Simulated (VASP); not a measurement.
VASP ran on this input.

POSCAR:
```
ZnS
1.0
  3.8323310000   0.0000000000   0.0000000000
 -1.9161650000   3.3188960000   0.0000000000
  0.0000000000   0.0000000000  18.7982840000
Zn S
6 6
Direct
  0.3333330000   0.6666670000   0.8332600000
  0.6666670000   0.3333330000   0.3332600000
  0.6666670000   0.3333330000   0.6668600000
  0.3333330000   0.6666670000   0.1668600000
  0.0000000000   0.0000000000   0.4999400000
  0.0000000000   0.0000000000   0.9999400000
  0.3333330000   0.6666670000   0.9581200000
  0.6666670000   0.3333330000   0.4581200000
  0.6666670000   0.3333330000   0.7917100000
  0.3333330000   0.6666670000   0.2917100000
  0.0000000000   0.0000000000   0.6251100000
  0.0000000000   0.0000000000   0.1251100000
```

**KPOINTS**
```
Automatic mesh
0
G
9 9 2
```

### INCAR
```
ALGO = Normal
EDIFF = 1E-6
EDIFFG = -0.01
ENCUT = 300
GGA = PS
IBRION = 2
ISIF = 2
ISMEAR = 0
LASPH = .True.
LCHARG = .False.
LMAXMIX = 4
LREAL = .False.
LWAVE = .False.
NELM = 100
NSW = 50
PREC = Accurate
SIGMA = 0.01
SYSTEM = ZnS
```

POTCAR, in this order: Zn S (PBE.64 set). Program: vasp_std.

Problem. Translate this PBEsol calculation to Ansatz.

Solution. One equivalent input (not run):
Ansatz 0.2 input:
```yaml
crystal:
  lattice:
    - [3.8323310, 0.0000000, 0.0000000]
    - [-1.9161650, 3.3188960, 0.0000000]
    - [0.0000000, 0.0000000, 18.7982840]
  atoms:
    - { symbol: Zn, position: [0.3333330, 0.6666670, 0.8332600] }
    - { symbol: Zn, position: [0.6666670, 0.3333330, 0.3332600] }
    - { symbol: Zn, position: [0.6666670, 0.3333330, 0.6668600] }
    - { symbol: Zn, position: [0.3333330, 0.6666670, 0.1668600] }
    - { symbol: Zn, position: [0.0000000, 0.0000000, 0.4999400] }
    - { symbol: Zn, position: [0.0000000, 0.0000000, 0.9999400] }
    - { symbol: S, position: [0.3333330, 0.6666670, 0.9581200] }
    - { symbol: S, position: [0.6666670, 0.3333330, 0.4581200] }
    - { symbol: S, position: [0.6666670, 0.3333330, 0.7917100] }
    - { symbol: S, position: [0.3333330, 0.6666670, 0.2917100] }
    - { symbol: S, position: [0.0000000, 0.0000000, 0.6251100] }
    - { symbol: S, position: [0.0000000, 0.0000000, 0.1251100] }
kpoints:
  mp_grid: { grid: [9, 9, 2] }
hamiltonian:
  xc: pbesol
  pseudopotentials: { kind: paw }
scf:
  occupations: { method: gaussian, width: 0.01 }
  max_iter: 100
relax:
  max_steps: 50
  f_tol: 0.01
output: { forces: true, stress: true, eigenvalues: true }
```
Limits of the translation: each code has its own PAW files, so the cut-off isn't converted (ENCUT is set for VASP's; basis.ecutwfc is left out, and Ansatz then takes the one that its files recommend); Ansatz stops its SCF on the density residual and VASP on the energy change (EDIFF).

The structure comes from a computed database's ZnS entry; how it stands against other phases isn't given here. The cell was not relaxed at this level. The run is one of a series of settings (EDIFFG = -0.01, IBRION = 2, NSW = 50 against the base run), some of them coarse on purpose.
